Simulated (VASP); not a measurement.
Here is the system:

```
ZrGe2
1.0
    1.87834    -7.40759     0.00000
    1.87834     7.40759     0.00000
    0.00000     0.00000     3.73894
Zr Ge
2 4
Direct
  0.10470   0.89530   0.25000
  0.89530   0.10470   0.75000
  0.44068   0.55932   0.25000
  0.55932   0.44068   0.75000
  0.25011   0.74989   0.75000
  0.74989   0.25011   0.25000
```

Computed with LDA (Ceperley-Alder, Perdew-Zunger), VASP's LDA PAW potentials (set 64) (plane waves; VASP). Numerical set-up: 400 eV cut-off, Gaussian smearing of 0.050 eV, potentials Zr_sv Ge_d.

Give the energies of bands 34 to 47 at the high-symmetry points, in eV from the Fermi level.

| band | Γ | Y | C0 | Z | A0 | T | S | R |
|---|---|---|---|---|---|---|---|---|
| 34 | -2.96 | -3.05 | -4.05 | -5.15 | -5.80 | -3.98 | -4.38 | -5.79 |
| 35 | -2.92 | -2.81 | -3.29 | -2.50 | -3.58 | -3.02 | -3.30 | -3.67 |
| 36 | -2.84 | -2.48 | -3.00 | -2.50 | -3.58 | -3.02 | -2.66 | -3.67 |
| 37 | -2.31 | -2.31 | -1.59 | -1.80 | -3.18 | -2.31 | -1.63 | -3.17 |
| 38 | -2.12 | -1.80 | -1.43 | -1.80 | -3.18 | -2.31 | -1.57 | -3.17 |
| 39 | -2.12 | -1.50 | -0.76 | 0.03 | -2.34 | -0.68 | -0.68 | -2.33 |
| 40 | -0.31 | -0.10 | -0.47 | 0.03 | -2.34 | -0.68 | -0.41 | -2.33 |
| 41 | 1.22 | 1.16 | -0.10 | 0.34 | 2.15 | -0.08 | -0.23 | 2.17 |
| 42 | 1.40 | 1.18 | 0.94 | 0.34 | 2.15 | -0.08 | 0.63 | 2.17 |
| 43 | 1.53 | 1.46 | 1.14 | 1.94 | 2.72 | 2.23 | 1.15 | 2.75 |
| 44 | 1.94 | 1.58 | 2.05 | 1.94 | 2.72 | 2.23 | 2.14 | 2.75 |
| 45 | 2.16 | 2.07 | 2.12 | 2.10 | 2.90 | 2.81 | 2.20 | 2.97 |
| 46 | 2.19 | 2.26 | 2.20 | 2.10 | 2.90 | 2.81 | 2.42 | 2.97 |
| 47 | 2.68 | 2.29 | 2.94 | 2.68 | 3.25 | 3.31 | 3.14 | 3.23 |

It has no gap at this level: it comes out as a metal or semimetal.

The structure comes from a computed database's ZrGe2 entry (Cmcm); how it stands against other phases isn't given here. It was relaxed first, which changed the volume by -5 %.
